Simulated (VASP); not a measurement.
# ZnS (Wurtzite-2H) with LDA: from relaxation to properties, part 2 of 4

What structure does ZnS (Wurtzite-2H) take at this level, and what are its properties? The start is a cell from a database of measured crystal structures.

VASP 6.6.1; LDA; plane waves and PAW (Zn, S).

So far, gap on the k-mesh (eV): step 2 (relaxing cell and atoms (LDA)) 2.22.

The database entry behind the starting cell has ideal inner coordinates that were not refined, so it need not match the best structure at ambient conditions.

## Step 4: Single point with fields (LDA)

The relaxed cell gets a fresh self-consistent run, on a basis set for its own volume, to fix the density and to check the remaining stress.

INCAR

```
SYSTEM = ZnS
PREC = Accurate
ENCUT = 400
EDIFF = 1E-06
NELM = 100
ISMEAR = 0
SIGMA = 0.05
LREAL = .FALSE.
ALGO = Normal
GGA = CA
NBANDS = 24
LORBIT = 11
LWAVE = .FALSE.
LCHARG = .TRUE.
ISIF = 2
LELF = .TRUE.
LVHAR = .TRUE.
```

POSCAR

```
ZnS
1.0
    3.7388950666      0.0000000000      0.0000000000
   -1.8694475333      3.2379781097      0.0000000000
    0.0000000000      0.0000000000      6.1429951770
Zn S
2 2
Direct
    0.3333333333      0.6666666667      0.0005974774
    0.6666666667      0.3333333333      0.5005974774
    0.3333333333      0.6666666667      0.3744025226
    0.6666666667      0.3333333333      0.8744025226
```

KPOINTS

```
Automatic mesh
0
Gamma
6 6 3
0 0 0
```

PAW data sets: Zn and S (LDA family, release 64).

The run is started by

```console
$ mpirun -np 4 vasp_std
```

The program printed:

```text
[banner, memory and clock lines left out]
running    4 mpi-ranks, on    1 nodes
 distrk:  each k-point on    4 cores,    1 groups
 distr:  one band on    1 cores,    4 groups

 POSCAR found type information on POSCAR ZnS
 POSCAR found :  2 types and       4 ions
 LDA part: xc-table for (Slater(with rela. corr.)+CA(PZ))
 , standard interpolation
 POSCAR, INCAR and KPOINTS ok, starting setup
 FFT: planning ... GRIDC
 FFT: planning ... GRID_SOFT
 FFT: planning ... GRID
 WAVECAR not read
 entering main loop
       N       E                     dE             d eps       ncg     rms          rms(c)
[... 1 cycle as in an earlier step ...]
DAV:   2     0.668622002371E+00   -0.21004E+03   -0.20436E+03   720   0.328E+02
[... 2 cycles as in an earlier step ...]
DAV:   5    -0.172743468616E+02   -0.62865E-02   -0.62860E-02   848   0.190E+00    0.109E+01
DAV:   6    -0.164226231776E+02    0.85172E+00   -0.19143E+00   992   0.422E+01    0.817E+00
DAV:   7    -0.164180792892E+02    0.45439E-02   -0.16365E+00   792   0.772E+00    0.329E+00
DAV:   8    -0.163961191468E+02    0.21960E-01   -0.62353E-02   904   0.223E+00    0.976E-01
DAV:   9    -0.163947837547E+02    0.13354E-02   -0.16503E-02   936   0.165E+00    0.281E-01
DAV:  10    -0.163948236211E+02   -0.39866E-04   -0.52936E-04   856   0.292E-01    0.163E-01
DAV:  11    -0.163948444094E+02   -0.20788E-04   -0.69250E-05   816   0.926E-02    0.846E-02
DAV:  12    -0.163948418794E+02    0.25300E-05   -0.12396E-05   920   0.479E-02    0.889E-03
DAV:  13    -0.163948420317E+02   -0.15235E-06   -0.45685E-07   448   0.473E-03
   1 F= -.16394842E+02 E0= -.16394842E+02  d E =-.770457E-17
```

The job ended after 2.8 s (4 MPI ranks of Intel Xeon 6975P-C (Granite Rapids), shared host; peak memory 0.43 GiB; 8.5 s of CPU time).

From OUTCAR (step 4):

```text
 Found     14 irreducible k-points:

   NELECT =      36.0000    total number of electrons

 E-fermi :   2.8134

  Total       -0.0100572     -0.0100572      0.0027766      0.0000000     -0.0000000      0.0000000
  in kB       -0.2166652     -0.2166652      0.0598174      0.0000000     -0.0000000      0.0000000
  external PRESSURE =      -0.1245043 kB  Pullay stress =       0.0000000 kB

 POSITION                                       TOTAL-FORCE (eV/Angst)
 -----------------------------------------------------------------------------------
     -0.00000      2.15865      0.00367         0.000000      0.000000     -0.000003
      1.86945      1.07933      3.07517         0.000000      0.000000     -0.000003
     -0.00000      2.15865      2.29995         0.000000     -0.000000      0.000003
      1.86945      1.07933      5.37145        -0.000000      0.000000      0.000003
 -----------------------------------------------------------------------------------
    total drift:                               -0.000000     -0.000001      0.000506

[... 19 parts as in an earlier step ...]
```

This step gave:

- SCF cycles: 13

Valence electrons inside each PAW sphere by angular momentum. Sphere charges, by row:

```csv
atom,s (e),p (e),d (e),tot (e)
Zn1,0.548,0.54,9.804,10.89
Zn2,0.548,0.54,9.804,10.89
S3,1.312,2.444,0,3.756
S4,1.312,2.444,0,3.756
```

ELF in the ac plane at fractional y = 0.333, with atoms of Zn and S within 0.2 Å of it. It is the smooth field of the valence electrons, not physical close to the nuclei.

Ten even steps from '_' (0.01) to '@' (0.88), each cell a mean:
```
==::..::--**@@@@%%%%%%@@@@%%
++::..::==##@@@@##++**@@@@%%
++::..::==%%@@@@**--==%%@@@@
++::....==##@@@@##++**%%@@%%
==..__..--**%%@@@@@@@@@@@@##
--..____::++##@@@@@@@@@@%%**
..______..::++**########++--
..________..::----------::::
..______......::::....::::..
..::::::::..::..______..::..
::======--::::..________..::
==******++--::..________..::
++######**==::..______..::::
**##%%%%##++::::......::::--
**##%%####++--::::::::::::==
**######**++--::........::==
==******++--::............::
::--====--::..____________..
..::::::....________________
............____........____
............::--========::::
::......::--++**########++--
::....::::==##%%@@%%%%@@%%**
```
Columns run along a (3.7 Å), rows up along c (6.1 Å). Atoms in or near the plane, at fractional coordinates: Zn at (0.67, 0.50), S at (0.67, 0.87).

Electrostatic potential energy in the ac plane at fractional y = 0.333, with atoms of Zn and S within 0.2 Å of it. With pseudopotentials it is smooth inside the atoms' cores, unlike the true potential.

Values in eV, 23 rows by 14 columns, each cell a mean:
```
  0  -1  -1  -1   0  -1  -5 -21 -49 -61 -57 -32  -9  -2
  0   0   0   0   0  -1 -12 -42 -69 -72 -72 -57 -21  -4
  1   2   2   2   1  -1 -16 -52 -71 -72 -72 -65 -28  -5
  2   3   3   3   3   0 -11 -42 -69 -72 -72 -57 -21  -3
  3   4   4   4   3   1  -5 -21 -48 -59 -56 -32  -9   0
  4   4   4   4   4   3   0  -5 -14 -21 -18  -8  -2   2
  4   4   4   4   4   3   2   0  -3  -4  -4  -1   1   3
  4   4   4   4   4   3   1  -2  -5  -6  -6  -3   0   2
  3   4   4   4   3   2  -2  -7 -10 -11 -11  -8  -4   0
  2   3   4   4   3   0  -6 -10 -11 -10 -10 -11  -8  -2
  1   3   3   3   2  -1  -8 -11  -9  -8  -9 -10 -10  -4
  1   2   2   2   1  -2  -8 -11  -9  -8  -8 -10 -10  -4
  0   0   0   0   0  -1  -7 -11 -10  -9 -10 -11  -9  -3
  0   0  -1  -1   0   0  -3  -8 -11 -11 -11 -10  -5  -1
  1   0  -1  -1   0   1   0  -2  -5  -7  -6  -3  -1   1
  2   1   0   1   1   2   2   2   0   0   0   1   2   3
  3   2   2   2   3   3   3   3   3   3   3   3   3   4
  4   3   3   3   3   4   4   4   4   4   4   4   4   4
  4   3   3   3   3   4   4   4   4   4   4   4   4   4
  3   2   2   2   3   3   4   4   4   4   4   4   4   4
  2   1   0   1   1   2   3   3   3   3   3   3   3   3
  1   0  -1  -1   0   1   2   1  -1  -2  -1   0   2   2
  0  -1  -2  -2   0   1   0  -3 -11 -17 -14  -6  -1   1
```
Columns run along a (3.7 Å; values clipped at the 3rd and 97th percentile), rows up along c (6.1 Å). Atoms in or near the plane, at fractional coordinates: Zn at (0.67, 0.50), S at (0.67, 0.87).

Valence density in the ac plane at fractional y = 0.333, with atoms of Zn and S within 0.2 Å of it. It is the smooth field of the valence electrons, not physical close to the nuclei.

Ten steps, logarithmic in the rise over the least value, from '_' (0 e/Å³) to '@' (16 e/Å³), each cell a mean:
```
..........::----========--::
..........::--====----==----
..........::--==--__::====--
..______..::--====----==--::
..________..::--========--::
__________..::----====--::..
____________..::::----::....
____________..::::::::::..__
____________..::==++==--::..
__________..::==##%%%%**--..
............--**%%@@@@##==::
..........::--**@@@@@@##==::
::::::::::::::++##%%%%**--::
::::::::::::::--++**++==::::
..::::::::......::::::::....
............................
..........__________________
____..______________________
____________________________
____________________________
____....______..........____
................::::::::....
............::::--------::::
```
Columns run along a (3.7 Å), rows up along c (6.1 Å). Atoms in or near the plane, at fractional coordinates: Zn at (0.67, 0.50), S at (0.67, 0.87).

In this run the pressure is -0.01 GPa, small enough to go on.

## Step 5: Bands along the symmetry lines (LDA)

Levels along the symmetry lines show where the bands peak and cross; KPOINTS_OPT computes them in the converged potential.

INCAR

```
SYSTEM = ZnS
PREC = Accurate
ENCUT = 400
EDIFF = 1E-06
NELM = 100
ISMEAR = 0
SIGMA = 0.05
LREAL = .FALSE.
ALGO = Normal
GGA = CA
NBANDS = 32
LORBIT = 11
LWAVE = .FALSE.
LCHARG = .FALSE.
KPAR = 4
```

POSCAR is that of step 4.

KPOINTS is that of step 4.

KPOINTS_OPT

```
Line mode
16
Line-mode
Reciprocal
  0.00000000   0.00000000   0.00000000 GAMMA
  0.50000000   0.00000000   0.00000000 M

  0.50000000   0.00000000   0.00000000 M
  0.33333333   0.33333333   0.00000000 K

  0.33333333   0.33333333   0.00000000 K
  0.00000000   0.00000000   0.00000000 GAMMA

  0.00000000   0.00000000   0.00000000 GAMMA
  0.00000000   0.00000000   0.50000000 A

  0.00000000   0.00000000   0.50000000 A
  0.50000000   0.00000000   0.50000000 L

  0.50000000   0.00000000   0.50000000 L
  0.33333333   0.33333333   0.50000000 H

  0.33333333   0.33333333   0.50000000 H
  0.00000000   0.00000000   0.50000000 A

  0.50000000   0.00000000   0.50000000 L
  0.50000000   0.00000000   0.00000000 M

  0.33333333   0.33333333   0.00000000 K
  0.33333333   0.33333333   0.50000000 H
```

The run is started by

```console
$ mpirun -np 4 vasp_std
```

The program printed:

```text
[... set-up lines as in an earlier step ...]
 entering main loop
       N       E                     dE             d eps       ncg     rms          rms(c)
DAV:   1     0.238106001683E+03    0.23811E+03   -0.13998E+04   896   0.116E+03
DAV:   2     0.840229932831E+01   -0.22970E+03   -0.21412E+03   920   0.291E+02
DAV:   3    -0.166764865640E+02   -0.25079E+02   -0.24724E+02  1072   0.946E+01
DAV:   4    -0.172672419940E+02   -0.59076E+00   -0.59005E+00  1056   0.154E+01
DAV:   5    -0.172744102567E+02   -0.71683E-02   -0.71678E-02  1088   0.162E+00    0.108E+01
DAV:   6    -0.164523732196E+02    0.82204E+00   -0.12270E+00  1368   0.317E+01    0.817E+00
DAV:   7    -0.164082083970E+02    0.44165E-01   -0.84033E-01  1080   0.572E+00    0.329E+00
DAV:   8    -0.163961459392E+02    0.12062E-01   -0.19802E-02  1128   0.118E+00    0.738E-01
DAV:   9    -0.163947874410E+02    0.13585E-02   -0.46717E-03  1040   0.330E-01    0.192E-01
DAV:  10    -0.163948248750E+02   -0.37434E-04   -0.23125E-04  1064   0.787E-02    0.130E-01
DAV:  11    -0.163948420912E+02   -0.17216E-04   -0.14629E-05  1256   0.763E-02    0.254E-02
DAV:  12    -0.163948419650E+02    0.12617E-06   -0.88750E-06  1200   0.445E-02
   1 F= -.16394842E+02 E0= -.16394842E+02  d E =-.294232E-14
 Start KPOINTS_OPT (optional k-point list driver)
k-point batch [1-14\144]
       N       E                     dE             ncg
DAV:   1     0.192719149581E+04   -0.43324E+04      896
DAV:   2    -0.124656950627E+04   -0.31738E+04      904
DAV:   3    -0.158849727823E+04   -0.34193E+03     1064
DAV:   4    -0.159574327063E+04   -0.72460E+01     1056
DAV:   5    -0.159581737328E+04   -0.74103E-01     1088
DAV:   6    -0.159581866578E+04   -0.12925E-02     1048
DAV:   7    -0.159581869235E+04   -0.26569E-04     1096
DAV:   8    -0.159581869287E+04   -0.52019E-06      816
[...]
k-point batch [141-144\144]
       N       E                     dE             ncg
DAV:   1     0.119799241592E+05   -0.40744E+04      256
DAV:   2     0.110854022549E+05   -0.89452E+03      256
DAV:   3     0.109905904507E+05   -0.94812E+02      312
DAV:   4     0.109886111689E+05   -0.19793E+01      320
DAV:   5     0.109885903063E+05   -0.20863E-01      328
DAV:   6     0.109885899677E+05   -0.33856E-03      320
DAV:   7     0.109885899606E+05   -0.70838E-05      336
DAV:   8     0.109885899605E+05   -0.13559E-06      232
```

Wall time 13 s (4 MPI ranks); peak memory 0.65 GiB.

Parts of OUTCAR (step 5):

```text
   k-points           NKPTS =     14   k-points in BZ     NKDIM =     14   number of bands    NBANDS=     32

   NELECT =      36.0000    total number of electrons

 E-fermi :   2.7854

 k-point     1 :       0.0000    0.0000    0.0000
  band No.  band energies     occupation
    ...
     14       1.5414      2.00000
     15       1.5414      2.00000
     16       2.4281      2.00000
     17       2.5310      2.00000
     18       2.5310      2.00000
     19       4.7530      0.00000
     20       5.5470      0.00000
     21       8.6519      0.00000
     22       8.6519      0.00000
     23       8.9001      0.00000
    ...

  Total        0.0120543      0.0120543      0.0242951      0.0000000     -0.0000000      0.0000000
  in kB        0.2596890      0.2596890      0.5233970      0.0000000     -0.0000000      0.0000000
  external PRESSURE =       0.3475916 kB  Pullay stress =       0.0000000 kB

 POSITION                                       TOTAL-FORCE (eV/Angst)
 -----------------------------------------------------------------------------------
     -0.00000      2.15865      0.00367         0.000000      0.000000      0.000021
      1.86945      1.07933      3.07517         0.000000      0.000000      0.000021
     -0.00000      2.15865      2.29995         0.000000     -0.000000     -0.000021
      1.86945      1.07933      5.37145        -0.000000      0.000000     -0.000021
 -----------------------------------------------------------------------------------
    total drift:                               -0.000000     -0.000001     -0.000258

  FREE ENERGIE OF THE ION-ELECTRON SYSTEM (eV)
  ---------------------------------------------------
  free  energy   TOTEN  =       -16.3948419650 eV

  energy  without entropy=      -16.3948419650  energy(sigma->0) =      -16.39484197

[... 9 parts as in an earlier step ...]

[... 7 further parts left out ...]
```

This step gave:

- SCF cycles: 12
- bands: 32
- Fermi energy: 2.785 eV
- pressure: 0.03476 GPa
- least gap on mesh and path: 2.222 eV
- least direct gap on mesh and path: 2.222 eV

Electronic bands along the path, in eV, zero at the valence-band top; v1 is the highest filled band, c1 the lowest empty one:

```csv
point,v4,v3,v2,v1,c1,c2,c3,c4
Γ,-0.99,-0.10,0.00,0.00,2.22,3.02,6.12,6.12
0.53 of the way,-2.54,-1.88,-0.82,-0.55,3.86,4.04,5.73,6.43
M,-3.61,-2.47,-1.91,-0.98,3.42,4.21,4.88,6.73
0.53 of the way,-3.70,-3.00,-2.09,-1.76,4.27,4.91,5.30,7.01
K,-4.26,-2.59,-2.59,-2.32,3.87,6.04,6.04,7.73
0.47 of the way,-3.09,-2.37,-1.07,-1.00,4.60,5.08,5.46,5.51
Γ,-0.99,-0.10,0.00,0.00,2.22,3.02,6.12,6.12
0.53 of the way,-0.84,-0.84,-0.18,-0.18,3.19,3.22,6.07,6.24
A,-0.52,-0.52,-0.52,-0.52,3.52,3.52,6.61,6.61
0.53 of the way,-1.94,-1.94,-1.27,-1.27,4.05,4.05,5.71,5.71
L,-1.81,-1.81,-1.79,-1.79,3.34,3.34,5.03,5.03
0.47 of the way,-2.63,-2.63,-1.60,-1.60,3.95,3.95,5.64,5.64
H,-3.39,-3.39,-1.51,-1.51,4.38,4.38,6.11,6.11
0.47 of the way,-1.98,-1.98,-1.75,-1.75,4.56,4.56,5.89,5.89
A,-0.52,-0.52,-0.52,-0.52,3.52,3.52,6.61,6.61
jump to L,-1.81,-1.81,-1.79,-1.79,3.34,3.34,5.03,5.03
0.47 of the way,-2.83,-2.25,-1.57,-1.27,3.24,3.58,5.58,5.73
M,-3.61,-2.47,-1.91,-0.98,3.42,4.21,4.88,6.73
jump to K,-4.26,-2.59,-2.59,-2.32,3.87,6.04,6.04,7.73
0.53 of the way,-3.98,-2.72,-1.98,-1.98,4.62,5.10,5.10,7.40
H,-3.39,-3.39,-1.51,-1.51,4.38,4.38,6.11,6.11
```

Of the projections kept (Zn, S), the largest for each band there; the rest of the weight can lie on other orbitals:

```csv
point,v4,v3,v2,v1,c1,c2,c3,c4
Γ,S 0.70,S 0.74,S 0.74,S 0.74,S 0.53,Zn 0.70,Zn 1.00,Zn 1.00
M,S 0.58,S 0.69,S 0.63,S 0.71,Zn 0.83,Zn 0.58,Zn 0.51,Zn 0.91
K,S 0.62,S 0.61,S 0.61,S 0.61,Zn 0.87,S 0.53,S 0.53,S 0.68
Γ,S 0.70,S 0.74,S 0.74,S 0.74,S 0.53,Zn 0.70,Zn 1.00,Zn 1.00
A,S 0.72,S 0.72,S 0.72,S 0.72,Zn 0.60,Zn 0.60,Zn 0.92,Zn 0.92
L,S 0.67,S 0.67,S 0.68,S 0.68,Zn 0.72,Zn 0.72,Zn 0.83,Zn 0.83
```

The path finds the gap of the mesh within 0.02 eV, so the mesh comes close to both band edges.

## Step 6: Density of states (LDA)

Here the states are counted by energy and projected on the atoms. The mesh is finer than in the run before.

Edit INCAR of step 5 so:

```diff
@@ -5,3 +5,3 @@
 NELM = 100
-ISMEAR = 0
+ISMEAR = -5
 SIGMA = 0.05
@@ -15 +15,2 @@
 KPAR = 4
+NEDOS = 2001
```

POSCAR is that of step 5.

KPOINTS

```
Automatic mesh
0
Gamma
9 9 5
0 0 0
```

The run is started by

```console
$ mpirun -np 4 vasp_std
```

The program printed:

```text
[... set-up lines as in an earlier step ...]
 entering main loop
       N       E                     dE             d eps       ncg     rms          rms(c)
DAV:   1     0.237097435854E+03    0.23710E+03   -0.13806E+04  2304   0.117E+03
DAV:   2     0.813774932424E+01   -0.22896E+03   -0.21398E+03  2368   0.293E+02
DAV:   3    -0.167066838989E+02   -0.24844E+02   -0.24523E+02  2776   0.951E+01
DAV:   4    -0.172712432768E+02   -0.56456E+00   -0.56392E+00  2720   0.150E+01
DAV:   5    -0.172779974607E+02   -0.67542E-02   -0.67539E-02  2792   0.158E+00    0.109E+01
DAV:   6    -0.164585194131E+02    0.81948E+00   -0.12292E+00  3504   0.317E+01    0.819E+00
DAV:   7    -0.164143966337E+02    0.44123E-01   -0.83201E-01  2736   0.573E+00    0.329E+00
DAV:   8    -0.164023620195E+02    0.12035E-01   -0.19824E-02  2848   0.121E+00    0.735E-01
DAV:   9    -0.164010195474E+02    0.13425E-02   -0.46545E-03  2784   0.327E-01    0.192E-01
DAV:  10    -0.164010557282E+02   -0.36181E-04   -0.22959E-04  2648   0.779E-02    0.135E-01
DAV:  11    -0.164010736278E+02   -0.17900E-04   -0.14050E-05  3264   0.746E-02    0.282E-02
DAV:  12    -0.164010733814E+02    0.24637E-06   -0.91856E-06  3016   0.421E-02
   1 F= -.16401073E+02 E0= -.16401073E+02  d E =0.000000E+00
```

The job ended after 5.4 s (4 MPI ranks; peak memory 0.65 GiB; 19 s of CPU time).

OUTCAR, selected parts (step 6):

```text
   k-points           NKPTS =     36   k-points in BZ     NKDIM =     36   number of bands    NBANDS=     32

   NELECT =      36.0000    total number of electrons

 E-fermi :   2.5366

 k-point     1 :       0.0000    0.0000    0.0000
  band No.  band energies     occupation
    ...
     14       1.5393      2.00000
     15       1.5393      2.00000
     16       2.4258      2.00000
     17       2.5286      2.00000
     18       2.5286      2.00000
     19       4.7518      0.00000
     20       5.5463      0.00000
     21       8.6513      0.00000
     22       8.6513      0.00000
     23       8.8995      0.00000
    ...

  Total       -0.0011443     -0.0011443      0.0242237      0.0000000     -0.0000000      0.0000000
  in kB       -0.0246513     -0.0246513      0.5218589      0.0000000     -0.0000000      0.0000000
  external PRESSURE =       0.1575188 kB  Pullay stress =       0.0000000 kB

 POSITION                                       TOTAL-FORCE (eV/Angst)
 -----------------------------------------------------------------------------------
     -0.00000      2.15865      0.00367         0.000000     -0.000000     -0.001304
      1.86945      1.07933      3.07517         0.000000     -0.000000     -0.001304
     -0.00000      2.15865      2.29995         0.000000     -0.000000      0.001304
      1.86945      1.07933      5.37145        -0.000000      0.000000      0.001304
 -----------------------------------------------------------------------------------
    total drift:                               -0.000000     -0.000001     -0.000316

  FREE ENERGIE OF THE ION-ELECTRON SYSTEM (eV)
  ---------------------------------------------------
  free  energy   TOTEN  =       -16.4010733814 eV

  energy  without entropy=      -16.4010733814  energy(sigma->0) =      -16.40107338

[... 7 parts as in an earlier step ...]

[... 9 further parts left out ...]
```

This step gave:

* irreducible k-points: 36
* free energy (TOTEN): -16.40 eV
* Fermi energy: 2.537 eV
* pressure: 0.01575 GPa
* gap on the k-mesh: 2.223 eV
* least direct gap on the k-mesh: 2.223 eV

The density of states has structure finer than the step of the table below, so its rows give means over 1 eV, whole bins alone (the curve runs from -12.0 to 7.35 eV). Peaks (eV: height): total -6.7: 31.1, -6.2: 41.0, -1.4: 5.21, 5.6: 5.28; S p -6.7: 2.03, -5.1: 1.07, -1.4: 2.30, 6.0: 0.698; Zn d -6.7: 25.2, -6.2: 39.3; Zn s -6.7: 0.479, -5.1: 1.03, 4.2: 0.653, 5.5: 0.594; Zn p -1.4: 0.496, 5.6: 0.590, 6.0: 0.482, 7.0: 0.699.

States under -12.0 eV and over 7.3 eV are left out. Density of states against energy, zero at the valence-band top; means over each step; values in states/eV/cell:

```csv
energy (eV),total,S p,Zn d,Zn s,Zn p
-8,0,0,0,0,0
-7,8.44,0.480,7.08,0.100,0.0339
-6,11.7,0.179,10.7,0.0865,0.0281
-5,2.11,0.463,0.467,0.411,0.0489
-4,1.52,0.378,0.300,0.179,0.0833
-3,2.16,0.717,0.257,0.0951,0.204
-2,3.21,1.28,0.342,0.0563,0.318
-1,2.76,1.25,0.321,0.0163,0.237
0,0.287,0.146,0.0402,1.4e-4,0.0157
1,0,0,0,0,0
2,8.6e-4,7.1e-5,0,2.0e-4,0
3,0.261,0.0180,0.00793,0.0481,0.0156
4,2.84,0.256,0.100,0.488,0.206
5,1.67,0.213,0.0761,0.241,0.128
6,3.04,0.396,0.126,0.255,0.379
```

The gap on this mesh is 2.22 eV. In the top eV of the valence band the largest shares in the PAW spheres are S p 48 %, Zn d 13 % and Zn p 7 %. The rest lies in smaller channels or between the spheres.

[end of part 2 of 4]

[Lines on the potential files, build, host, timing and source positions are cut from VASP's logs without a mark.]

[Logs are printed without paths, hosts, clocks, repeated set-up lines and the standing remarks that a program may print on its own settings, such as how far it seeks lower states.]

[Hosts, paths, dates, database ids (printed as entryN), source tags and the programs' standing remarks are cut or masked in the printed files.]

[A measured line is paired with the nearest computed mode of its activity, which favours agreement.]
